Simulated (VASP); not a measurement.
Data:

```
CELL_PARAMETERS angstrom
      1.72946    -2.99551     0.00000
      1.72946     2.99551     0.00000
      0.00000     0.00000     5.38365
ATOMIC_POSITIONS crystal
  Lu 0.33333 0.66667 0.25000
  Lu 0.66667 0.33333 0.75000
```

All values below come from vdW-DF-cx, VASP's PBE PAW potentials (set 64) (plane waves; VASP). Settings: 520 eV cut-off, Gaussian smearing of 0.050 eV, potentials Lu_3.

Q: Give the energies of bands 7 to 12 at the high-symmetry points, in eV from the Fermi level.

A: 
```tsv
band	Γ	M	K	A	L	H
7	-6.18	-2.41	-0.99	-4.42	-2.19	-0.66
8	-2.49	-1.47	-0.99	-4.42	-2.19	-0.66
9	0.88	-0.91	-0.77	1.24	0.13	-0.49
10	2.22	-0.30	-0.62	1.24	0.13	-0.49
11	2.23	1.72	1.36	2.13	1.48	0.45
12	2.72	1.87	1.36	2.13	1.48	0.45
```

It has no gap at this level: it comes out as a metal or semimetal.

The compound is Lu in the hcp structure. It was relaxed first, which changed the volume by -5 %.
